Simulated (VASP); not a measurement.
Computed with PBE GGA with D3 dispersion (Becke-Johnson damping), VASP's PBE PAW potentials (set 64) (plane waves; VASP).

VASP input:

File KPOINTS:
```
Automatic mesh
0
Gamma
13 13 13
0 0 0
```

### INCAR
```
# general
SYSTEM  = GdN
PREC    = Accurate
ENCUT   = 520
LREAL   = .FALSE.   # projection in real space or not
LASPH   = .TRUE.   # aspherical one-centre terms

# electronic loop
EDIFF   = 1E-7
NELM    = 100
ALGO    = Normal
LMAXMIX = 6   # l cut-off of mixed one-centre charges

# smearing
ISMEAR  = 1
SIGMA   = 0.1

# functional
GGA     = PE
IVDW    = 12   # D3, Becke-Johnson

# ions
ISIF    = 2

# output
LWAVE   = .FALSE.
LCHARG  = .FALSE.
```

**POSCAR**
```
GdN
3.4913640
  0.0000000000   0.7071067373   0.7071067373
  0.7071067373   0.0000000000   0.7071067373
  0.7071067373   0.7071067373   0.0000000000
Gd N
1 1
Cart
  0.0000000000   0.0000000000   0.0000000000
  0.7071067373   0.7071067373   0.7071067373
```

POTCAR, in this order: Gd_3 N (PBE.64 set). Program: vasp_std.

The 4f electrons are frozen in the core of the lanthanide potential, so 4f levels, which can set the real gap, and their magnetism are missing.

Estimate the energy per atom (σ→0), dispersion energy, band gap (on the k-mesh).

* **energy per atom (σ→0)**: -8.470 eV/atom
* **dispersion energy**: -75.8 kJ/mol
* **band gap (on the k-mesh)**: none (metal, semimetal or under 0.01 eV)

**OSZICAR**
```
...
DAV:   7    -0.161562753793E+02    0.18424E+00   -0.14178E+00  2101   0.793E+00    0.175E+01
DAV:   8    -0.161589866220E+02   -0.27112E-02   -0.11535E-01  2073   0.358E+00    0.567E+00
DAV:   9    -0.161545505077E+02    0.44361E-02   -0.15846E-02  2290   0.979E-01    0.469E-01
DAV:  10    -0.161547570048E+02   -0.20650E-03   -0.50514E-04  2507   0.222E-01    0.313E-01
DAV:  11    -0.161547533516E+02    0.36532E-05   -0.51487E-05  2320   0.632E-02    0.214E-02
DAV:  12    -0.161547536094E+02   -0.25782E-06   -0.29061E-06  2321   0.186E-02    0.427E-03
DAV:  13    -0.161547536872E+02   -0.77798E-07   -0.28414E-07  2086   0.430E-03
   1 F= -.16939912E+02 E0= -.16939913E+02  d E =0.410243E-05
```

The compound is GdN in the rock salt structure. It was relaxed first.
